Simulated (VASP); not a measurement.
Nb2SnCl6:

```
CELL_PARAMETERS angstrom
0.00000 4.80217 4.80217
4.80217 0.00000 4.80217
4.80217 4.80217 0.00000
ATOMIC_POSITIONS crystal
Sn 0.00000 0.00000 0.00000
Nb 0.25000 0.25000 0.25000
Nb 0.75000 0.75000 0.75000
Cl 0.76000 0.24000 0.24000
Cl 0.24000 0.76000 0.24000
Cl 0.24000 0.76000 0.76000
Cl 0.76000 0.24000 0.76000
Cl 0.24000 0.24000 0.76000
Cl 0.76000 0.76000 0.24000
```

The cell was built by a generator and needn't be a form met in nature.

| Item | Value |
| --- | --- |
| Program | VASP 6.6.1 |
| Task | relaxation of cell and atoms |
| Functional | LDA |
| Potentials or basis | VASP PAW LDA potentials, release 64 (Sn_d, Nb_sv, Cl) |
| Cutoff | 600 eV |
| k mesh | 6 × 6 × 6 |
| Occupations | fermi-dirac, width 0.0918 eV |
| Spin | no spin polarisation |

At the start: pressure -0.2 GPa; volume 24.61 Å³/atom.

**Question.** How do energy, volume and symmetry change on relaxing?

**Answer.** Over 7 steps the energy falls by 249.9 meV/atom and the volume is 20.54 Å³/atom (-16.6 %); space group Fm-3m (No. 225, to 0.05 Å).

Step by step:
| step | energy change (eV) | largest force (eV/Å) | pressure (GPa) | volume (Å³) |
| --- | --- | --- | --- | --- |
| 1 | 0.0000 | 2.2955 | -0.18 | 221.48 |
| 2 | -1.0602 | 0.9061 | -4.10 | 220.58 |
| 3 | -1.3919 | 0.1160 | -5.63 | 219.82 |
| 4 | -2.1528 | 0.3565 | -1.65 | 189.54 |
| 5 | -2.2022 | 0.3810 | -1.16 | 187.70 |
| 6 | -2.2076 | 0.3963 | -1.03 | 187.09 |
| 7 | -2.2489 | 0.0150 | -0.16 | 184.82 |

Final structure:
```
Sn Nb Cl
1.0
     0.00000    4.52101    4.52101
     4.52101    0.00000    4.52101
     4.52101    4.52101    0.00000
Sn Nb Cl
1 2 6
Cartesian
  0.0000 0.0000 0.0000
  2.2605 2.2605 2.2605
  6.7815 6.7815 6.7815
  2.4157 4.5210 4.5210
  4.5210 2.4157 4.5210
  6.6264 4.5210 4.5210
  4.5210 6.6264 4.5210
  4.5210 4.5210 2.4157
  4.5210 4.5210 6.6264
```

Caveat: the volume moved by over 15 % at a fixed basis, so the end points are rough.
